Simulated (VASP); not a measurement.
Wanted: the native input for a VASP 6.6.1 run.

- Task: single point
- Functional: HSE06
- Potentials or basis: VASP PAW PBE potentials, release 64 (B, N)
- Cutoff: 520 eV
- k mesh: 8 × 8 × 8
- Occupations: gaussian, width 0.02 eV
- Spin: no spin polarisation
- Grid for exact exchange (PRECFOCK): Fast
- Screening parameter: 0.2 1/A
- Further INCAR settings: ALGO = Normal; EDIFF = 1e-06

BN:

```
B N
1.0
     0.00000    1.80334    1.80334
     1.80334    0.00000    1.80334
     1.80334    1.80334    0.00000
B N
1 1
Cartesian
  0.0000 0.0000 0.0000
  0.9017 0.9017 0.9017
```

The cell is a database's computed one.

One way to write it, as run:

POSCAR

```
BN
1.0
    0.0000000000      1.8033400000      1.8033400000
    1.8033400000      0.0000000000      1.8033400000
    1.8033400000      1.8033400000      0.0000000000
B N
1 1
Direct
    0.0000000000      0.0000000000      0.0000000000
    0.2500000000      0.2500000000      0.2500000000
```

INCAR.step1

```
PREC = Accurate ; ENCUT = 520
EDIFF = 1E-5 ; ISMEAR = 0
SIGMA = 0.02 ; LREAL = F
LASPH = T ; NELM = 80
ALGO = Normal ; ISIF = 2
LWAVE = T ; LCHARG = F
GGA = PE
```

INCAR.step2

```
PREC = Accurate ; ENCUT = 520
EDIFF = 1E-6 ; ISMEAR = 0
SIGMA = 0.02 ; LREAL = F
LASPH = T ; NELM = 80
ALGO = Normal ; ISIF = 2
LWAVE = F ; LCHARG = F
GGA = PE ; LHFCALC = T
HFSCREEN = 0.2 ; PRECFOCK = Fast
ISTART = 1
```

KPOINTS

```
Automatic mesh
0
Gamma
  8 8 8
```

Potentials or basis: VASP PAW PBE potentials, release 64 (B, N).

Launch:

```console
$ cat potpaw_PBE.64/B/POTCAR potpaw_PBE.64/N/POTCAR > POTCAR
$ cp INCAR.step1 INCAR
$ mpirun -np 1 vasp_std > vasp.out
$ cp INCAR.step2 INCAR
$ mpirun -np 1 vasp_std > vasp.out
```

Results of the run:

The pressure is -3.0 GPa and the band gap on the k mesh is 5.81 eV, indirect (least direct gap 10.61 eV).

Caveat: the PAW data sets were made with another functional, which shifts forces and pressure a little.

Run time: 2.4 min on 1 thread of Intel(R) Xeon(R) Platinum 8488C (Sapphire Rapids), with other jobs on the host, peak memory 0.22 GiB.
